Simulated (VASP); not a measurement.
NiO:

```
Ni O
1.0
     0.00000    2.08590    2.08590
     2.08590    0.00000    2.08590
     2.08590    2.08590    0.00000
Ni O
1 1
Direct
  0.00000 0.00000 0.00000
  0.50000 0.50000 0.50000
```

Base run:

```yaml
Program: VASP 6.6.1
Functional: PBE
Potentials_or_basis: VASP PAW PBE potentials, release 64 (Ni, O)
Cutoff: 600 eV
k_mesh: 12 × 12 × 12
Occupations: gaussian, width 0.03 eV
Spin: collinear spin, ferromagnetic start
Starting_moments: "[2.0, 0.0] μB"
Hubbard_terms: Ni d U = 6.2 eV
```

Its results: band gap on the k mesh 2.52 eV, indirect (least direct gap 3.20 eV); pressure 3.2 GPa; net moment 2.00 μB per cell; site moments Ni +1.82; O +0.17 μB.

Question: The run is repeated on the same cell with these changes: functional from PBE to r2SCAN; hubbard terms from Ni d U = 6.2 eV to none. What comes out?

Answer: Band gap on the k mesh 0.70 eV, indirect (least direct gap 1.74 eV); pressure 2.4 GPa; net moment 2.00 μB per cell; site moments Ni +1.69; O +0.28 μB.

Several settings changed at once, so the effect can't be laid on one alone.

Caveats: a cell with one magnetic atom can't hold antiferromagnetic order, which such compounds often take; the PAW data sets were made with another functional, which shifts forces and pressure a little (some runs).

A k mesh can miss the band edges.

Not every run made on this cell is shown here.
